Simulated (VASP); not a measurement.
Here is the system:

```
Ni3Si
1.0
    3.42897     0.00000     0.00000
    0.00000     3.42897     0.00000
    0.00000     0.00000     3.42897
Si Ni
1 3
Direct
  0.00000   0.00000   0.00000
  0.00000   0.50000   0.50000
  0.50000   0.00000   0.50000
  0.50000   0.50000   0.00000
```

All values below come from LDA (Ceperley-Alder, Perdew-Zunger), VASP's LDA PAW potentials (set 64) (plane waves; VASP). Numerical set-up: 520 eV cut-off, 9×9×9 Γ-centred mesh, first-order Methfessel-Paxton smearing of 0.10 eV, potentials Si Ni.

Question: The job: Ni3Si (L1_2), 4 atoms, LDA, static run, 520 eV, 9×9×9 Γ-centred mesh. Roughly how much core time does it take on a busy server core?

Answer: About 10 core-seconds (one run on a shared machine, a rough figure). It had 35 irreducible k-points, 21 bands, up to 1095 plane waves and 14 electronic steps.

The compound is Ni3Si in the L1_2 structure. It was relaxed first, which changed the volume by -7 %. The run is not spin-polarised, so no magnetic state was tried.
